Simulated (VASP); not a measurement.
Here is a VASP 6.6.1 calculation.

The input INCAR:

```
SYSTEM = As
ALGO     = Normal         ! electronic algorithm
EDIFF    = 1E-7           ! SCF threshold, eV
EDIFFG   = -0.005         ! ionic threshold
ENCUT    = 600            ! plane-wave cutoff, eV
GGA      = CA             ! functional
IBRION   = 2              ! ionic algorithm
ISIF     = 3              ! what is computed and relaxed
ISMEAR   = 1              ! smearing method
LASPH    = .True.         ! aspherical terms in the spheres
LCHARG   = .False.        ! write CHGCAR
LREAL    = .False.        ! projectors in reciprocal space
LWAVE    = .False.        ! write WAVECAR
NELM     = 80             ! most SCF steps
NSW      = 90             ! ionic steps
PREC     = Accurate       ! precision mode
SIGMA    = 0.1            ! smearing width, eV
```

Contents of KPOINTS:

```
k-points
0
Gamma
  12 12 12
  0 0 0
```

File POSCAR:

```
As                                      
1.0
    1.8839956729      1.0877254088      3.3215676044
   -1.8839956729      1.0877254088      3.3215676044
    0.0000000000     -2.1754508178      3.3215676044
  As            
     2
Direct
     0.7690925403914659    0.7690925403914659    0.7690925403914648
     0.2309074596085341    0.2309074596085341    0.2309074596085352
```

Potentials or basis: VASP PAW LDA potentials, release 64 (As).

The run is started by

```console
$ cat potpaw_LDA.64/As/POTCAR > POTCAR
$ mpirun -np 1 vasp_std > vasp.out
```

(1) What does it give for the band gap on the k mesh?

## Answers

(1) none (metal or under the smearing width).

Caveat: the relaxation stopped at its first step, so nothing moved.
